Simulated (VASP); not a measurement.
VASP ran on this input.

File POSCAR:
```
CsCl
1
    3.9738754760     0.0000000000     0.0000000000
    0.0000000000     3.9738754760     0.0000000000
    0.0000000000     0.0000000000     3.9738754760
Cs Cl
1 1
Direct
  0.0000000000   0.0000000000   0.0000000000
  0.5000000000   0.5000000000   0.5000000000
```

KPOINTS:
```
Automatic mesh
0
Gamma
7 7 7
0 0 0
```

INCAR:
```
# general
SYSTEM  = CsCl
PREC    = Accurate
ENCUT   = 500
LREAL   = F
LASPH   = T

# electronic loop
EDIFF   = 1E-6
NELM    = 100
ALGO    = Normal
LMAXMIX = 4

# smearing
ISMEAR  = 0
SIGMA   = 0.05

# ions
IBRION  = 2
NSW     = 40
ISIF    = 3
EDIFFG  = -0.02

# output
LWAVE   = F
LCHARG  = F
```

POTCAR, in this order: Cs_sv Cl (LDA.64 set). Program: vasp_std.

Q: Translate this LDA calculation to Quantum ESPRESSO's pw.x.

A: One equivalent input (not run):
```
&CONTROL
  calculation = 'vc-relax'
  pseudo_dir = './pseudo'
  outdir = './out'
  tprnfor = .true.
  tstress = .true.
  nstep = 40
  forc_conv_thr = 0.00078
/
&SYSTEM
  ibrav = 0
  nat = 2
  ntyp = 2
  ecutwfc = 56
  occupations = 'smearing'
  smearing = 'gaussian'
  degauss = 0.003675
  input_dft = 'pz'
/
&ELECTRONS
  conv_thr = 7.3e-08
  electron_maxstep = 100
/
&IONS
/
&CELL
/
ATOMIC_SPECIES
  Cs 132.905 Cs.upf
  Cl 35.450 Cl.upf
CELL_PARAMETERS angstrom
     3.9738755    0.0000000    0.0000000
     0.0000000    3.9738755    0.0000000
     0.0000000    0.0000000    3.9738755
ATOMIC_POSITIONS crystal
  Cs   0.0000000  0.0000000  0.0000000
  Cl   0.5000000  0.5000000  0.5000000
K_POINTS automatic
  7 7 7 0 0 0
```
Limits of the translation: the potentials are each code's own (VASP's PAW set, PseudoDojo norm-conserving files in pw.x), so ENCUT and ecutwfc are chosen apart and not converted; conv_thr bounds pw.x's estimated SCF error, while EDIFF bounds the energy change between steps; forc_conv_thr acts on force components and is met together with etot_conv_thr.

The compound is CsCl in the CsCl type structure. It was relaxed first, which changed the volume by -10 %.
